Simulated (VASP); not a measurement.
Given:

```yaml
crystal:
  lattice:
    - [4.19890, 0.00000, 0.00000]
    - [0.00000, 4.19890, 0.00000]
    - [0.00000, 0.00000, 4.19890]
  atoms:
    - { symbol: Ba, position: [0.00000, 0.00000, 0.00000] }
    - { symbol: Zr, position: [0.50000, 0.50000, 0.50000] }
    - { symbol: O, position: [0.50000, 0.00000, 0.50000] }
    - { symbol: O, position: [0.00000, 0.50000, 0.50000] }
    - { symbol: O, position: [0.50000, 0.50000, 0.00000] }
```

These are vdW-DF-cx, VASP's PBE PAW potentials (set 64) (plane waves; VASP) values and carry that method's errors. Run with 520 eV cut-off, 6×6×6 Γ-centred mesh, tetrahedra with Blöchl corrections, potentials Ba_sv Zr_sv O.

The cores are frozen, which limits the accuracy of field gradients.

**Question.** Give the principal components of the electric field gradient (V/Å²) and the asymmetry η at each nucleus.

**Answer.** 
```
atom  Vxx  Vyy    Vzz     η
----  ---  ---  -----  ----
Ba1   0.0  0.0    0.0     -
Zr2   0.0  0.0    0.0     -
O3    8.2  8.2  -16.5  0.00
O4    8.2  8.2  -16.5  0.00
O5    8.2  8.2  -16.5  0.00
```

The compound is BaZrO3 in the cubic perovskite structure. It was relaxed first.
